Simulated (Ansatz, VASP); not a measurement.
## WSe2: VASP beside Ansatz

Aim: how closely do two programs agree when they are given the same cell, functional and k mesh? The structure shown is the end of the Ansatz relaxation below.

Calculated with Ansatz 0.2.0; plane waves, with VASP 6.6.1 beside it; single point at PBE with D3(BJ).

### 1. The starting structure

It takes space group P6_3/mmc (No. 194, hexagonal). Conventional cell: a = 3.257 Å, b = 3.257 Å, c = 12.517 Å, α = 90.00°, β = 90.00°, γ = 120.00°. W has 6 Se at 2.53 Å nearest. Se has 3 W at 2.53 Å nearest. Farther neighbours and most contacts between anions are not listed.

### 2. Ansatz: relaxation, PBE with D3(BJ)

Ansatz runs on its PAW soft_1 files.

This run makes the geometry at which the two programs are then compared.

Input file input.yaml:

```yaml
crystal:
  lattice:
    - [3.2789773384, 0.0, 0.0]
    - [-1.6394886692, 2.8396776734, 0.0]
    - [0.0, 0.0, 12.7850524128]
  atoms:
    - { symbol: W, position: [0.3333333333, 0.6666666667, 0.25] }
    - { symbol: W, position: [0.6666666667, 0.3333333333, 0.75] }
    - { symbol: Se, position: [0.3333333333, 0.6666666667, 0.6182683636] }
    - { symbol: Se, position: [0.6666666667, 0.3333333333, 0.1182683636] }
    - { symbol: Se, position: [0.3333333333, 0.6666666667, 0.8817316364] }
    - { symbol: Se, position: [0.6666666667, 0.3333333333, 0.3817316364] }
kpoints:
  mp_grid: { grid: [10, 10, 3] }
scf:
  occupations: { method: fermi_dirac, width: 0.02 }
hamiltonian:
  xc: pbe
  pseudopotentials: { kind: paw, azcp: { folder: soft_1 } }
  dispersion: d3bj
basis:
  ecutwfc: 600
output:
  forces: true
  stress: true
relax:
  f_tol: 0.005
  max_steps: 70
  cell: { stress_tol: 0.02, p_target: 2 }
```

Command:

```sh
> ansatz run input.yaml --threads 4 --pin off --max-ram 10240MiB --backend cpu --events-out ev --progress --plain --runs-dir out
```

Numbers of over 12 decimals in the logs are rounded to 6 here.

The program printed:

```text
Engine: ansatz 0.2.0, aarch64-unknown-linux-gnu
Pseudopotentials: kind: paw
Pseudopotential: W, paw, valence charge 14, recommended cutoff 420 eV (normal), soft_1/W.paw.azcp
Pseudopotential: Se, paw, valence charge 16, recommended cutoff 420 eV (normal), soft_1/Se.paw.azcp
Functional definition: PBE
  parameter kappa = 0.804
  parameter beta = 0.066725
  exchange = pbe_x(kappa = kappa, mu = beta*pi^2/3)
  correlation = pbe_c(beta = beta)
Crystal: 6 atoms, lattice volume = 119.045 Å³
Basis set: ecut = 600 eV, 4047 PW (Γ), exchange–correlation on 54×54×216 points (8 copies of the dense FFT grid, shifted against one another)
Bands: 56, of which v1, the nominal top of the filled ones, is band 46 counted from 1 (45 counted from 0)
Symmetry: 24 space group operations
Space group: P63/mmc (ITA 194), of the structure as read, at distance tolerance 4.9e-5 Å
k-points: 28 of 300
Non-local potential: W, projectors of the file, l = 0: 3, l = 1: 2, l = 2: 2, l = 3: 1
Non-local potential: Se, projectors of the file, l = 0: 2, l = 1: 2, l = 2: 3, l = 3: 1
PAW form: soft (Blöchl's): semilocal exchange-correlation on the pseudo side does not see the compensation charge
PAW one-centre angular grid: W, 590 points (default); XC on 64 Gauss nodes
PAW one-centre angular grid: Se, 590 points (default); XC on 64 Gauss nodes
Initial density: superposition of atomic densities (chi_scale 0.1, normalization cell, long waves kept (reshape's long-wave potential 0.03 eV rms))
Initial wavefunctions: pseudopotential atomic-orbital guess
Functional: x = pbe(κ = 0.804, μ = 0.219515), c = pbe(β = 0.066725)
SCF iter   1: F=—  HF=-42655.277190 eV  |F-HF|=—  |Δ(HF+E_count)|=         —  Δρ=3.65e-2  dr2=5.61e0  ethr=3.10e-3  ⟨swp⟩=6.4  Hψ=5629  notcnv=0
preconditioner: auto → Resta (q_TF=auto, 2.614 Å⁻¹)  ε∞=6.2  [insulator: Δε(μ)=0.921 eV  Ē_g=8.981 eV  σ=0.020 eV  W_gap=1.00  n_scr=40 (ndim 8)  ℏωp=20.4 eV  f_vac=0.014  D(μ)=0.00/eV (n_scr^D=0)  ε∞_Penn≈6.2]
SCF iter   2: F=—  HF=-42654.475724 eV  |F-HF|=—  |Δ(HF+E_count)|=   8.01e-1  Δρ=2.27e-2  dr2=8.22e-1  ethr=3.10e-3  ⟨swp⟩=2.6  Hψ=2180  notcnv=0  defer=68
SCF iter   3: F=—  HF=-42654.292788 eV  |F-HF|=—  |Δ(HF+E_count)|=   1.83e-1  Δρ=8.86e-3  dr2=2.57e-1  ethr=8.94e-4  ⟨swp⟩=2.1  Hψ=2111  notcnv=0  defer=68
SCF iter   4: F=—  HF=-42654.248681 eV  |F-HF|=—  |Δ(HF+E_count)|=   4.41e-2  Δρ=2.40e-3  dr2=8.90e-3  ethr=2.80e-4  ⟨swp⟩=2.4  Hψ=2119  notcnv=0  defer=68
SCF iter   5: F=—  HF=-42654.249932 eV  |F-HF|=—  |Δ(HF+E_count)|=   1.25e-3  Δρ=1.02e-3  dr2=1.93e-3  ethr=9.67e-6  ⟨swp⟩=2.0  Hψ=3023  notcnv=0  defer=68
SCF iter   6: F=—  HF=-42654.250766 eV  |F-HF|=—  |Δ(HF+E_count)|=   8.34e-4  Δρ=3.98e-4  dr2=1.90e-4  ethr=2.10e-6  ⟨swp⟩=2.0  Hψ=2944  notcnv=0  defer=68
SCF iter   7: F=—  HF=-42654.251022 eV  |F-HF|=—  |Δ(HF+E_count)|=   2.56e-4  Δρ=9.10e-5  dr2=8.63e-6  ethr=2.07e-7  ⟨swp⟩=2.0  Hψ=2027  notcnv=0  defer=68
SCF iter   8: F=—  HF=-42654.251093 eV  |F-HF|=—  |Δ(HF+E_count)|=   7.15e-5  Δρ=3.12e-5  dr2=1.07e-6  ethr=9.38e-9  ⟨swp⟩=3.0  Hψ=2921  notcnv=0  defer=68
SCF iter   9: F=-42654.251096 eV  HF=-42654.251096 eV  |F-HF|=2.47e-8  |Δ(HF+E_count)|=   2.57e-6  Δρ=8.91e-6  dr2=6.12e-8  ethr=1.09e-10  ⟨swp⟩=3.0  Hψ=5261  notcnv=0
SCF 1 converged in 9 iterations: F = -42654.251096 eV  dr2 = 6.12e-8
  greatest PAW one-centre occupation: 1.000 electrons in one spin orbital (limit 2), on the Se atom at site 4 (counted from 0), in its partial waves of l = 2
relax step   1: F+E_penalty+E_count = -42654.25109565 eV  Δ(F+E_penalty+E_count) = +0.000e0 eV  max|allowed force component| = 5.049e-4 eV/Å  Δτ_max = 0.0000 Å  P = -0.004 GPa  Ω = 119.045 Å³  (9 SCF iters, dr2 threshold 1.00e-7 eV, accepted)
[...]
relax step   3: F+E_penalty+E_count = -42654.23777550 eV  Δ(F+E_penalty+E_count) = +1.332e-2 eV  max|allowed force component| = 5.695e-2 eV/Å  Δτ_max = 0.0292 Å  P = +1.285 GPa  Ω = 116.080 Å³  energy of the carried Pulay correction = +6.842e-5 eV  (11 SCF iters, accepted)
[...]
relax step   4: F+E_penalty+E_count = -42654.22946076 eV  Δ(F+E_penalty+E_count) = +8.315e-3 eV  max|allowed force component| = 7.235e-2 eV/Å  Δτ_max = 0.0050 Å  P = +2.146 GPa  Ω = 115.246 Å³  energy of the carried Pulay correction = +8.977e-5 eV  (6 SCF iters, dr2 threshold 6.00e-7 eV, accepted)
[...]
relax step   5: F+E_penalty+E_count = -42654.22750049 eV  Δ(F+E_penalty+E_count) = +1.960e-3 eV  max|allowed force component| = 2.143e-3 eV/Å  Δτ_max = 0.0046 Å  P = +2.000 GPa  Ω = 115.024 Å³  energy of the carried Pulay correction = +9.448e-5 eV  (5 SCF iters, dr2 threshold 6.00e-7 eV, accepted)
[...]
relax step   6: F+E_penalty+E_count = -42654.22741131 eV  Δ(F+E_penalty+E_count) = +8.918e-5 eV  max|allowed force component| = 2.140e-3 eV/Å  Δτ_max = 0.0000 Å  P = +2.000 GPa  Ω = 115.024 Å³  stress off target by 5.16e-3 GPa  SCF on the basis re-selected at this cell (its energy is not comparable with the rows above)  (6 SCF iters)
basis re-selected at this cell: Δ(F+E_penalty+E_count) = +8.918e-5 eV, ΔP = -0.000 GPa vs the last step (what re-selecting the basis moved, of the pressure what is left beyond the Pulay correction that the steps carried, after the strain that the cell walked since its last selection, with what the two solves' SCF thresholds leave and, on support functions, any second-order correction that the steps lacked; it is no measure of the basis error at this ecutwfc). The dense FFT grid was sized anew with the basis: this SCF ran on 27×27×100 points, the steps before it on 27×27×108, so part of this shift can come from that change (see relax.cell in the input reference). [rest of the remark cut]
SCF converged after 6 iterations
Free energy (F): -42654.227411 eV
Harris-Foulkes:  -42654.227411 eV  (|F-HF|=1.46e-11)
Internal energy: -42654.227411 eV  (E = F + TS)
E sigma→0 (E₀):  -42654.227411 eV
Fermi energy:    14.030080 eV
--- Per-component energies (eV) ---
  E_band       = -1629.503347
  E_kinetic    = 1292.886752
  E_local      = -11437.189052  (includes V_loc(G=0)·N_el)
  E_nonlocal   = -1467.412756
  E_hartree    = 5943.538384
  E_xc         = -879.294980
  E_vxc        = -829.160886  (∫ρ·V_xc dr)
  E_paw        = -25675.209198  (= ΣΔE_a)
  E_vpaw       = -1075.704081  (= ΣTr[D̂ρ^β])
  E_aug_tail   = 0.000064  (compensation charges beyond the density's cutoff)
  E_ewald      = -10428.586826
  E_disp       = -2.959799  (pairwise vdW)
  E_smearing   = -0.000000  (= −TS)
  E_closure    = 0.000000  (closes the sum)
  Σ components = -42654.227411   (vs F -42654.227411, Δ=0.00e0)
--- Forces (eV/Å), atoms counted from 1 ---
  atom   1  W     -0.00000000     0.00000000    -0.00000000
  atom   2  W      0.00000000    -0.00000000     0.00000000
  atom   3  Se    -0.00000000     0.00000000     0.00214004
  atom   4  Se    -0.00000000    -0.00000000     0.00214004
  atom   5  Se    -0.00000000     0.00000000    -0.00214004
  atom   6  Se     0.00000000    -0.00000000    -0.00214004
  max |Σ_I F_I| component: 8.10e-18 eV/Å
--- Stress (GPa, compression-positive) ---
        2.002288       0.000000      -0.000000
       -0.000000       2.002288      -0.000000
       -0.000000      -0.000000       1.994836
  P = ⅓ Tr σ = 1.9998 GPa (19.998 kbar)
--- Relaxed structure (5 steps of the walk, 4 accepted, 1 SCFs on fresh bases) ---
  F+E_penalty+E_count = -42654.22741131 eV   max|allowed force component| = 2.140e-3 eV/Å   (the final SCF, on the basis selected at the relaxed cell)
  cell:  # Å, volume = 115.0235 Å³
    - [3.257459, 0, 0]
    - [-1.628729, 2.821042, 0]
    - [0, 0, 12.516938]
  atoms:
    - { symbol: W, position: [0.333333, 0.666667, 0.25] }
    - { symbol: W, position: [0.666667, 0.333333, 0.75] }
    - { symbol: Se, position: [0.333333, 0.666667, 0.615225] }
    - { symbol: Se, position: [0.666667, 0.333333, 0.115225] }
    - { symbol: Se, position: [0.333333, 0.666667, 0.884775] }
    - { symbol: Se, position: [0.666667, 0.333333, 0.384775] }
```

The column dr2 measures how far the density is from self-consistency, as an energy; F and HF (Harris–Foulkes) agree once it is small.

### 3. VASP: single point, PBE with D3(BJ), pair 1

The same cell, functional, mesh and smearing now go to VASP, with its own data sets.

Lines of VASP's logs that name or quote its potential files are left out, and so is its time.

Input file INCAR:

```
SYSTEM = WSe2
PREC = Accurate
ENCUT = 600
EDIFF = 1E-06
NELM = 120
ISMEAR = -1
SIGMA = 0.02
LREAL = .FALSE.
ALGO = Normal
GGA = PE
IVDW = 12
NBANDS = 24
LASPH = .TRUE.
LORBIT = 11
LWAVE = .FALSE.
LCHARG = .FALSE.
ISIF = 2
GGA_COMPAT = .FALSE.
EFERMI = MIDGAP
KPAR = 2
```

Input file POSCAR:

```
WSe2
1.0
    3.2574589972      0.0000000000      0.0000000000
   -1.6287294986      2.8210422434      0.0000000000
    0.0000000000      0.0000000000     12.5169379265
W Se
2 4
Direct
    0.3333333333      0.6666666667      0.2500000000
    0.6666666667      0.3333333333      0.7500000000
    0.3333333333      0.6666666667      0.6152249719
    0.6666666667      0.3333333333      0.1152249719
    0.3333333333      0.6666666667      0.8847750281
    0.6666666667      0.3333333333      0.3847750281
```

Input file KPOINTS:

```
Automatic mesh
0
Gamma
10 10 3
0 0 0
```

Potentials, in the order of the species: W and Se (PBE family, release 64).

Command:

```sh
> mpirun -np 2 vasp_std
```

The program printed:

```text
[banner, memory and clock lines left out]
running    2 mpi-ranks, on    1 nodes
 distrk:  each k-point on    1 cores,    2 groups
 distr:  one band on    1 cores,    1 groups

 POSCAR found type information on POSCAR W Se
 POSCAR found :  2 types and       6 ions
 LDA part: xc-table for (Slater+PW92), standard interpolation
 POSCAR, INCAR and KPOINTS ok, starting setup
 FFT: planning ... GRIDC
 FFT: planning ... GRID_SOFT
 FFT: planning ... GRID
 WAVECAR not read
 entering main loop
       N       E                     dE             d eps       ncg     rms          rms(c)
DAV:   1     0.201867214736E+03    0.20187E+03   -0.17190E+04  1344   0.148E+03
DAV:   2    -0.279414293211E+02   -0.22981E+03   -0.22030E+03  1808   0.288E+02
DAV:   3    -0.446428037817E+02   -0.16701E+02   -0.16395E+02  1800   0.732E+01
DAV:   4    -0.450088403206E+02   -0.36604E+00   -0.36467E+00  1816   0.113E+01
DAV:   5    -0.450159705926E+02   -0.71303E-02   -0.71279E-02  1816   0.142E+00    0.317E+01
DAV:   6    -0.435039445557E+02    0.15120E+01   -0.74267E+00  2008   0.133E+01    0.126E+01
DAV:   7    -0.432629120371E+02    0.24103E+00   -0.41719E+00  1824   0.105E+01    0.775E+00
DAV:   8    -0.430730285589E+02    0.18988E+00   -0.63434E-01  1912   0.485E+00    0.651E-01
DAV:   9    -0.430723211872E+02    0.70737E-03   -0.62034E-02  1784   0.134E+00    0.393E-01
DAV:  10    -0.430715372772E+02    0.78391E-03   -0.67095E-03  1776   0.472E-01    0.205E-01
DAV:  11    -0.430715332326E+02    0.40447E-05   -0.81393E-04  1688   0.152E-01    0.129E-01
DAV:  12    -0.430715423685E+02   -0.91359E-05   -0.29015E-04  1840   0.990E-02    0.358E-02
DAV:  13    -0.430715460848E+02   -0.37164E-05   -0.16971E-05  1704   0.251E-02    0.831E-03
DAV:  14    -0.430715463535E+02   -0.26864E-06   -0.20623E-06  1408   0.800E-03
   1 F= -.46030547E+02 E0= -.46030547E+02  d E =-.427706E-10
```

OUTCAR, selected parts (step 3):

```text
ion  position               nearest neighbor table
   1  0.333  0.667  0.250-   4 2.53   6 2.53   4 2.53   6 2.53   4 2.53   6 2.53
   2  0.667  0.333  0.750-   3 2.53   5 2.53   3 2.53   5 2.53   3 2.53   5 2.53
   3  0.333  0.667  0.615-   2 2.53   2 2.53   2 2.53
   4  0.667  0.333  0.115-   1 2.53   1 2.53   1 2.53
   5  0.333  0.667  0.885-   2 2.53   2 2.53   2 2.53
   6  0.667  0.333  0.385-   1 2.53   1 2.53   1 2.53

  LATTYP: Found a hexagonal cell.
 ALAT       =     3.2574589972
 C/A-ratio  =     3.8425465792

 Subroutine GETGRP returns: Found 24 space group operations
 (whereof 12 operations were pure point group operations)

The static configuration has the point symmetry D_3d.
 The point group associated with its full space group is D_6h.

 Found     28 irreducible k-points:

   k-points           NKPTS =     28   k-points in BZ     NKDIM =     28   number of bands    NBANDS=     24

   dimension x,y,z NGX =    28 NGY =   28 NGZ =  100
   dimension x,y,z NGXF=    56 NGYF=   56 NGZF=  200

   ENCUT  =  600.0 eV  44.10 Ry    6.64 a.u.   6.51  6.51 25.00*2*pi/ulx,y,z

   NELECT =      36.0000    total number of electrons

 k-points in reciprocal lattice and weights: Automatic mesh
   0.00000000  0.00000000  0.00000000       0.003
   0.10000000  0.00000000  0.00000000       0.020
   0.20000000  0.00000000  0.00000000       0.020
   0.30000000  0.00000000  0.00000000       0.020
   0.40000000 -0.00000000  0.00000000       0.020
   0.50000000  0.00000000  0.00000000       0.010
   0.10000000  0.10000000  0.00000000       0.020
   0.20000000  0.10000000  0.00000000       0.040
   0.30000000  0.10000000  0.00000000       0.040
[...]
0.40000000  0.20000000  0.33333333       0.040
   0.30000000  0.30000000  0.33333333       0.040

 average (electrostatic) potential at core
       1 -40.0860       2 -40.0860       3 -52.7043       4 -52.7043       5 -52.7043
       6 -52.7043

 E-fermi :   6.3614

 k-point     1 :       0.0000    0.0000    0.0000
  band No.  band energies     occupation
    ...
     14       4.5002      2.00000
     15       4.5002      2.00000
     16       4.6202      2.00000
     17       5.1755      2.00000
     18       5.9624      2.00000
     19       8.5845      0.00000
     20       8.5846      0.00000
     21       8.5951      0.00000
     22       8.5953      0.00000
     23       8.6741      0.00000
    ...

 k-point     2 :       0.1000    0.0000    0.0000
  band No.  band energies     occupation
    ...
     14       4.2482      2.00000
     15       4.3756      2.00000
     16       4.6703      2.00000
     17       5.2488      2.00000
     18       5.6601      2.00000
     19       8.2137      0.00000
     20       8.3457      0.00000
     21       8.3704      0.00000
     22       8.4262      0.00000
     23       8.4398      0.00000
    ...

 k-point     3 :       0.2000    0.0000    0.0000
  band No.  band energies     occupation
    ...
     14       3.8778      2.00000
     15       3.8987      2.00000
     16       4.6565      2.00000
     17       4.7608      2.00000
     18       4.9076      2.00000
     19       7.3444      0.00000
     20       7.9704      0.00000
     21       8.1329      0.00000
     22       8.2398      0.00000
     23       8.4001      0.00000
    ...

 Edisp (eV)   -2.95900

  Total       1.15855     1.15855     1.16620     0.00000     0.00000     0.00000
  in kB      16.13761    16.13761    16.24416     0.00000     0.00000     0.00000
  external pressure =       16.17 kB  Pullay stress =        0.00 kB

  energy-cutoff  :      600.00
  volume of cell :      115.02
      direct lattice vectors                 reciprocal lattice vectors
     3.257458997  0.000000000  0.000000000     0.306987747  0.177239459  0.000000000
    -1.628729499  2.821042243  0.000000000     0.000000000  0.354478917  0.000000000
     0.000000000  0.000000000 12.516937927     0.000000000  0.000000000  0.079891744

 POSITION                                       TOTAL-FORCE (eV/Angst)
 -----------------------------------------------------------------------------------
     -0.00000      1.88069      3.12923         0.000000      0.000000      0.000000
      1.62873      0.94035      9.38770        -0.000000     -0.000000      0.000000
     -0.00000      1.88069      7.70073         0.000000     -0.000000      0.038044
      1.62873      0.94035      1.44226        -0.000000      0.000000      0.038044
     -0.00000      1.88069     11.07467         0.000000     -0.000000     -0.038044
      1.62873      0.94035      4.81621        -0.000000      0.000000     -0.038044
 -----------------------------------------------------------------------------------
    total drift:                                0.000000     -0.000000      0.000000

  FREE ENERGIE OF THE ION-ELECTRON SYSTEM (eV)
  ---------------------------------------------------
  free  energy   TOTEN  =       -46.0305468288 eV

  energy  without entropy=      -46.0305468288  energy(sigma->0) =      -46.03054683

 total charge
# of ion       s       p       d       tot
------------------------------------------
    1        0.543   0.633   4.208   5.384
    2        0.543   0.633   4.208   5.384
    3        1.479   2.355   0.074   3.907
    4        1.479   2.355   0.074   3.907
    5        1.479   2.355   0.074   3.907
    6        1.479   2.355   0.074   3.907
--------------------------------------------------
tot          7.001  10.686   8.711  26.397

[... 3 further parts left out ...]
```

This run has no spin polarisation, so a moment on W, if there is one, isn't seen. The gap is read on the k-mesh alone, so it is an upper bound where the band edges lie off the mesh. The data set W keeps the semicore shell frozen, which is cheaper and a little less accurate.

### 4. Side by side

Known differences besides the potentials themselves: the data sets hold 92 valence electrons in Ansatz (on its PAW soft_1 files) and 36 in VASP; Ansatz's pressure holds a Pulay correction, VASP's none. Total energies have different zeros and are not compared.

Compared:

| quantity | Ansatz | VASP | difference |
| --- | --- | --- | --- |
| pressure (GPa) | 2.00 | 1.62 | +0.38 |
| gap on the k mesh (eV) | 0.798 | 0.798 | 0.000 |

At this near-relaxed geometry the largest component of a force difference is 36 meV/Å. A gap on the mesh is an upper bound, since the band edges may lie between its points; neither run holds spin-orbit coupling, which can move the band edges of a compound of W.

### 5. Ansatz: relaxation, PBE with D3(BJ)

This run makes the geometry at which the two programs are then compared. The cell compared in this pair holds 121.85 Å³, against 115.02 Å³ for the pair before.

The structure compared here is the end of the Ansatz relaxation.

input.yaml, as its differences from that of step 2:

```diff
@@ -28,2 +28,2 @@
   max_steps: 70
-  cell: { stress_tol: 0.02, p_target: 2 }
+  cell: { stress_tol: 0.02, p_target: -1 }
```

Command:

```sh
> ansatz run input.yaml --threads 4 --pin off --max-ram 10240MiB --backend cpu --events-out ev --progress --plain --runs-dir out
```

The program printed:

```text
[...]
Crystal: 6 atoms, lattice volume = 119.045 Å³
Basis set: ecut = 600 eV, 4047 PW (Γ), exchange–correlation on 54×54×216 points (8 copies of the dense FFT grid, shifted against one another)
Bands: 56, of which v1, the nominal top of the filled ones, is band 46 counted from 1 (45 counted from 0)
Symmetry: 24 space group operations
[...]
k-points: 28 of 300
[...]
cell:  # Å, volume = 121.8527 Å³
    - [3.290753, 0, 0]
    - [-1.645376, 2.849876, 0]
    - [0, 0, 12.993134]
  atoms:
    - { symbol: W, position: [0.333333, 0.666667, 0.25] }
    - { symbol: W, position: [0.666667, 0.333333, 0.750000] }
    - { symbol: Se, position: [0.333333, 0.666667, 0.620507] }
    - { symbol: Se, position: [0.666667, 0.333333, 0.120507] }
    - { symbol: Se, position: [0.333333, 0.666667, 0.879493] }
    - { symbol: Se, position: [0.666667, 0.333333, 0.379493] }
[key lines of the parts left out:]
SCF converged after 6 iterations
Free energy (F): -42654.241886 eV
Fermi energy:    12.994163 eV
P = ⅓ Tr σ = -0.9899 GPa (-9.899 kbar)
```

(Part 1 of 2 ends here.)

[Lines on the potential files, build, host, timing and source positions are cut from VASP's logs without a mark.]

[Logs are printed without paths, hosts, clocks, repeated set-up lines and the standing remarks that a program may print on its own settings, such as how far it seeks lower states.]

[Hosts, paths, dates, database ids (printed as entryN), source tags and the programs' standing remarks are cut or masked in the printed files.]
